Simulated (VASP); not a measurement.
VASP ran on this input.

KPOINTS:
```
Automatic
0
Gamma
6 6 3
0 0 0
```

### INCAR
```
SYSTEM  =  InP
PREC  =  Accurate; ENCUT  =  400; LREAL  =  F
LASPH  =  T
EDIFF  =  1E-6; NELM  =  100; ALGO  =  Normal
LMAXMIX  =  4; LMIXTAU  =  T
ISMEAR  =  0; SIGMA  =  0.05
METAGGA  =  R2SCAN
IBRION  =  2; NSW  =  60; ISIF  =  3
EDIFFG  =  -0.02
LWAVE  =  F; LCHARG  =  F
```

POSCAR:
```
InP
1.0
  4.1574672145   0.0000000000   0.0000000000
 -2.0787336072   3.6004720785   0.0000000000
  0.0000000000   0.0000000000   6.7992943112
In P
2 2
Direct
  0.6666670000   0.3333330000   0.5002853863
  0.3333330000   0.6666670000   0.0002853863
  0.6666670000   0.3333330000   0.8747146137
  0.3333330000   0.6666670000   0.3747146137
```

POTCAR, in this order: In_d P (PBE.64 set). Program: vasp_std.

Write an equivalent input for Ansatz.

One equivalent input (not run):
Ansatz 0.2 input:
```yaml
crystal:
  lattice:
    - [4.1574672, 0.0000000, 0.0000000]
    - [-2.0787336, 3.6004721, 0.0000000]
    - [0.0000000, 0.0000000, 6.7992943]
  atoms:
    - { symbol: In, position: [0.6666670, 0.3333330, 0.5002854] }
    - { symbol: In, position: [0.3333330, 0.6666670, 0.0002854] }
    - { symbol: P, position: [0.6666670, 0.3333330, 0.8747146] }
    - { symbol: P, position: [0.3333330, 0.6666670, 0.3747146] }
kpoints:
  mp_grid: { grid: [6, 6, 3] }
hamiltonian:
  xc: r2scan
  pseudopotentials: { kind: paw }
scf:
  occupations: { method: gaussian, width: 0.05 }
  max_iter: 100
relax:
  max_steps: 60
  f_tol: 0.02
  cell: {}
output: { forces: true, stress: true, eigenvalues: true }
```
The two are equivalent in intent, not identical: each code has its own PAW files, so the cut-off isn't converted (ENCUT is set for VASP's; basis.ecutwfc is left out, and Ansatz then takes the one that its files recommend); Ansatz stops its SCF on the density residual and VASP on the energy change (EDIFF).

The structure comes from a computed database's InP entry (P6_3mc); how it stands against other phases isn't given here. This run relaxes it. Symmetry was kept, so distortions that lower it aren't found. The start is the result of an earlier pass.
